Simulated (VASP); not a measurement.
These are PBEsol GGA, VASP's PBE PAW potentials (set 64) (plane waves; VASP) values and carry that method's errors.

VASP ran on this input.

**POSCAR**
```
SnO
1
    3.3722946885     0.0000000000     0.0000000000
   -1.6861473442     2.9204927216     0.0000000000
    0.0000000000     0.0000000000     6.4442268515
Sn O
2 2
Direct
  0.0000000000   0.0000000000   0.0000000000
  0.0000000000   0.0000000000   0.5000000000
  0.3333330000   0.6666670000   0.2500000000
  0.6666670000   0.3333330000   0.7500000000
```

File KPOINTS:
```
Automatic
0
G
10 10 5
```

**INCAR**
```
ALGO = Normal
EDIFF = 1E-6
EDIFFG = -0.02
ENCUT = 620
GGA = PS
IBRION = 2
ISIF = 3
ISMEAR = 1
LASPH = T
LCHARG = F
LMAXMIX = 4
LREAL = F
LWAVE = F
NELM = 100
NSW = 40
PREC = Accurate
PSTRESS = 50
SIGMA = 0.1
SYSTEM = SnO
```

POTCAR, in this order: Sn_d O (PBE.64 set). Program: vasp_std.

The run wrote:

**OSZICAR**
```
...
DAV:   2     0.358965897500E+02   -0.38690E+03   -0.38134E+03  2144   0.630E+02
DAV:   3    -0.226859048187E+02   -0.58582E+02   -0.57493E+02  2432   0.201E+02
DAV:   4    -0.251845376080E+02   -0.24986E+01   -0.24743E+01  2296   0.448E+01
DAV:   5    -0.252637551542E+02   -0.79218E-01   -0.79216E-01  2816   0.785E+00    0.103E+01
DAV:   6    -0.224992706170E+02    0.27645E+01   -0.24271E+01  3112   0.560E+01    0.619E+00
DAV:   7    -0.221793210634E+02    0.31995E+00   -0.32652E+00  2216   0.114E+01    0.222E+00
DAV:   8    -0.221547693434E+02    0.24552E-01   -0.45161E-01  2392   0.410E+00    0.683E-01
DAV:   9    -0.221398060471E+02    0.14963E-01   -0.71900E-02  3160   0.195E+00    0.181E-01
DAV:  10    -0.221405857485E+02   -0.77970E-03   -0.12886E-02  2672   0.889E-01    0.176E-01
DAV:  11    -0.221400047594E+02    0.58099E-03   -0.32378E-03  2904   0.367E-01    0.143E-02
DAV:  12    -0.221400266253E+02   -0.21866E-04   -0.23895E-04  2176   0.944E-02    0.232E-02
DAV:  13    -0.221400206020E+02    0.60233E-05   -0.34985E-05  2472   0.444E-02    0.253E-03
DAV:  14    -0.221400205212E+02    0.80828E-07   -0.22127E-06  1832   0.122E-02
   1 F= -.20159352E+02 E0= -.20159019E+02  d E =-.201594E+02
       N       E                     dE             d eps       ncg     rms          rms(c)
DAV:   1    -0.241782388168E+02   -0.20382E+01   -0.45567E+01  2376   0.929E+01    0.957E+00
DAV:   2    -0.223910413950E+02    0.17872E+01   -0.73100E+00  2416   0.286E+01    0.328E+00
DAV:   3    -0.220941924127E+02    0.29685E+00   -0.86356E-01  2672   0.178E+01    0.159E+00
DAV:   4    -0.220269925226E+02    0.67200E-01   -0.23724E-01  2672   0.725E+00    0.303E-01
DAV:   5    -0.220233260178E+02    0.36665E-02   -0.34666E-02  2760   0.197E+00    0.192E-01
DAV:   6    -0.220224192028E+02    0.90682E-03   -0.38532E-03  3024   0.544E-01    0.615E-02
DAV:   7    -0.220223685248E+02    0.50678E-04   -0.38693E-04  2896   0.181E-01    0.117E-02
DAV:   8    -0.220223729804E+02   -0.44555E-05   -0.38209E-05  2752   0.506E-02    0.133E-02
DAV:   9    -0.220223698071E+02    0.31732E-05   -0.76306E-06  2296   0.282E-02    0.210E-03
DAV:  10    -0.220223699337E+02   -0.12654E-06   -0.13515E-06  1168   0.787E-03
   2 F= -.20181635E+02 E0= -.20181832E+02  d E =-.222829E-01
       N       E                     dE             d eps       ncg     rms          rms(c)
DAV:   1    -0.224479445418E+02   -0.42557E+00   -0.80171E+00  2360   0.445E+01    0.380E+00
DAV:   2    -0.221648773228E+02    0.28307E+00   -0.11523E+00  2224   0.108E+01    0.134E+00
DAV:   3    -0.221139290166E+02    0.50948E-01   -0.15222E-01  2672   0.589E+00    0.666E-01
DAV:   4    -0.221011783030E+02    0.12751E-01   -0.43630E-02  2672   0.314E+00    0.107E-01
DAV:   5    -0.221005500563E+02    0.62825E-03   -0.42049E-03  2816   0.670E-01    0.496E-02
DAV:   6    -0.221002913829E+02    0.25867E-03   -0.31142E-04  2176   0.182E-01    0.248E-02
DAV:   7    -0.221002628959E+02    0.28487E-04   -0.41337E-05  3256   0.775E-02    0.932E-03
DAV:   8    -0.221002626711E+02    0.22474E-06   -0.71313E-06  2384   0.227E-02
   3 F= -.20203756E+02 E0= -.20203745E+02  d E =-.444043E-01
       N       E                     dE             d eps       ncg     rms          rms(c)
DAV:   1    -0.221161844966E+02   -0.15922E-01   -0.64773E-01  2184   0.731E+00    0.751E-01
DAV:   2    -0.221049152990E+02    0.11269E-01   -0.34126E-02  2552   0.221E+00    0.412E-01
DAV:   3    -0.221003372005E+02    0.45781E-02   -0.67616E-03  2776   0.124E+00    0.180E-01
DAV:   4    -0.220995490830E+02    0.78812E-03   -0.25965E-03  3112   0.573E-01    0.356E-02
DAV:   5    -0.220995532898E+02   -0.42067E-05   -0.47159E-04  2296   0.281E-01    0.142E-02
DAV:   6    -0.220995520099E+02    0.12799E-05   -0.19959E-05  3152   0.564E-02    0.672E-03
DAV:   7    -0.220995518503E+02    0.15957E-06   -0.27959E-06  1512   0.173E-02
   4 F= -.20208365E+02 E0= -.20208315E+02  d E =-.460925E-02
       N       E                     dE             d eps       ncg     rms          rms(c)
DAV:   1    -0.222493617587E+02   -0.14981E+00   -0.58228E+00  2160   0.218E+01    0.235E+00
DAV:   2    -0.221416298321E+02    0.10773E+00   -0.38368E-01  2488   0.616E+00    0.126E+00
DAV:   3    -0.221038385064E+02    0.37791E-01   -0.64519E-02  2704   0.337E+00    0.657E-01
DAV:   4    -0.220917680920E+02    0.12070E-01   -0.24708E-02  3080   0.207E+00    0.110E-01
DAV:   5    -0.220918679485E+02   -0.99857E-04   -0.50826E-03  2336   0.885E-01    0.474E-02
DAV:   6    -0.220918491272E+02    0.18821E-04   -0.28616E-04  2856   0.160E-01    0.208E-02
DAV:   7    -0.220918482329E+02    0.89426E-06   -0.22269E-05  2696   0.480E-02    0.313E-03
DAV:   8    -0.220918482668E+02   -0.33911E-07   -0.10533E-06  1384   0.149E-02
   5 F= -.20217194E+02 E0= -.20216875E+02  d E =-.134381E-01
       N       E                     dE             d eps       ncg     rms          rms(c)
DAV:   1    -0.221138348321E+02   -0.21987E-01   -0.10410E+00  2160   0.937E+00    0.102E+00
DAV:   2    -0.220938370203E+02    0.19998E-01   -0.73144E-02  2480   0.293E+00    0.533E-01
DAV:   3    -0.220872741070E+02    0.65629E-02   -0.12644E-02  2744   0.154E+00    0.284E-01
DAV:   4    -0.220850377658E+02    0.22363E-02   -0.46864E-03  3008   0.944E-01    0.484E-02
DAV:   5    -0.220850695767E+02   -0.31811E-04   -0.10972E-03  2312   0.405E-01    0.205E-02
DAV:   6    -0.220850667487E+02    0.28280E-05   -0.54533E-05  2880   0.689E-02    0.895E-03
DAV:   7    -0.220850666154E+02    0.13335E-06   -0.39954E-06  2024   0.220E-02
   6 F= -.20217630E+02 E0= -.20217210E+02  d E =-.138740E-01
       N       E                     dE             d eps       ncg     rms          rms(c)
DAV:   1    -0.220912660665E+02   -0.61993E-02   -0.12920E-01  2152   0.334E+00    0.355E-01
DAV:   2    -0.220888080545E+02    0.24580E-02   -0.87684E-03  2512   0.110E+00    0.187E-01
DAV:   3    -0.220879846754E+02    0.82338E-03   -0.15432E-03  2704   0.556E-01    0.972E-02
DAV:   4    -0.220877248330E+02    0.25984E-03   -0.58308E-04  3064   0.321E-01    0.168E-02
DAV:   5    -0.220877259818E+02   -0.11488E-05   -0.13945E-04  2288   0.145E-01    0.698E-03
DAV:   6    -0.220877254030E+02    0.57883E-06   -0.51980E-06  2320   0.239E-02
   7 F= -.20217733E+02 E0= -.20217330E+02  d E =-.139771E-01
       N       E                     dE             d eps       ncg     rms          rms(c)
DAV:   1    -0.220917349400E+02   -0.40090E-02   -0.34800E-01  2384   0.878E+00    0.818E-01
DAV:   2    -0.220788964611E+02    0.12838E-01   -0.56200E-02  2224   0.231E+00    0.292E-01
DAV:   3    -0.220765646267E+02    0.23318E-02   -0.76090E-03  2720   0.132E+00    0.147E-01
DAV:   4    -0.220759703366E+02    0.59429E-03   -0.20596E-03  2712   0.684E-01    0.259E-02
DAV:   5    -0.220759469825E+02    0.23354E-04   -0.22989E-04  2768   0.161E-01    0.134E-02
DAV:   6    -0.220759406532E+02    0.63293E-05   -0.18951E-05  2480   0.407E-02    0.532E-03
DAV:   7    -0.220759411793E+02   -0.52606E-06   -0.18835E-06  1616   0.152E-02
   8 F= -.20217558E+02 E0= -.20217126E+02  d E =0.174796E-03
       N       E                     dE             d eps       ncg     rms          rms(c)
DAV:   1    -0.220889418734E+02   -0.13001E-01   -0.12693E-01  2368   0.537E+00    0.489E-01
DAV:   2    -0.220843088011E+02    0.46331E-02   -0.19975E-02  2224   0.139E+00    0.174E-01
DAV:   3    -0.220834747588E+02    0.83404E-03   -0.26957E-03  2696   0.779E-01    0.879E-02
DAV:   4    -0.220832534589E+02    0.22130E-03   -0.74290E-04  2712   0.407E-01    0.147E-02
DAV:   5    -0.220832390595E+02    0.14399E-04   -0.76897E-05  2752   0.938E-02    0.755E-03
DAV:   6    -0.220832343698E+02    0.46897E-05   -0.58384E-06  2072   0.233E-02    0.320E-03
DAV:   7    -0.220832334052E+02    0.96464E-06   -0.55228E-07  1072   0.982E-03
   9 F= -.20217861E+02 E0= -.20217445E+02  d E =-.127765E-03
```

OUTCAR:
```
------------------------ aborting loop because EDIFF is reached ----------------------------------------
  FORCE on cell =-STRESS in cart. coord.  units (eV):
  Direction    XX          YY          ZZ          XY          YZ          ZX
  --------------------------------------------------------------------------------------
  Total        1.8590724      1.8590722      1.8837399      0.0000000      0.0000000      0.0000000
  in kB       49.8311256     49.8311195     50.4923204      0.0000000      0.0000000      0.0000000
  external PRESSURE =       0.0515218 kB  Pullay stress =      50.0000000 kB
  volume of cell :       59.77
      direct lattice vectors                 reciprocal lattice vectors
     3.257466689  0.000000000  0.000000000     0.306987023  0.177239051 -0.000000000
    -1.628733344  2.821048732 -0.000000000    -0.000000000  0.354478102 -0.000000000
     0.000000000  0.000000000  6.504525503    -0.000000000  0.000000000  0.153739116
 POSITION                                       TOTAL-FORCE (eV/Angst)
 -----------------------------------------------------------------------------------
      0.00000      0.00000      0.00000        -0.000000     -0.000000      0.000000
      0.00000      0.00000      3.25226        -0.000000     -0.000000      0.000000
     -0.00000      1.88070      1.62613         0.000000      0.000000     -0.000000
      1.62873      0.94035      4.87839         0.000000     -0.000000      0.000000
 -----------------------------------------------------------------------------------
    total drift:                               -0.000000      0.000000      0.000000
  FREE ENERGIE OF THE ION-ELECTRON SYSTEM (eV)
  ---------------------------------------------------
  free  energy   TOTEN  =       -22.0832334052 eV

  energy  without entropy=      -22.0819865166  energy(sigma->0) =      -22.08281778
  enthalpy is  TOTEN    =       -20.2178607144 eV   P V=        1.8653726908

 reached required accuracy - stopping structural energy minimisation
```
(Selected blocks of OUTCAR.)

**CONTCAR**
```
SnO
   1.00000000000000
     3.2574666885301879    0.0000000000058406    0.0000000000000000
    -1.6287333442117384    2.8210487317051940   -0.0000000000000000
     0.0000000000000000    0.0000000000000000    6.5045255032099192
  Sn              O
     2     2
Direct
     0.0000000000000000    0.0000000000000000    0.0000000000000000
     0.0000000000000000    0.0000000000000000    0.5000000000000000
     0.3333330000000032    0.6666669999999968    0.2500000000000000
     0.6666669999999968    0.3333330000000032    0.7500000000000000
```

Energy and stress use the plane-wave basis of the starting cell.

The structure was generated: SnO was put into the NiAs type type (P6_3/mmc), which need not be its known phase. This run relaxes it under an external pressure of 5 GPa. Symmetry was kept, so distortions that lower it aren't found.
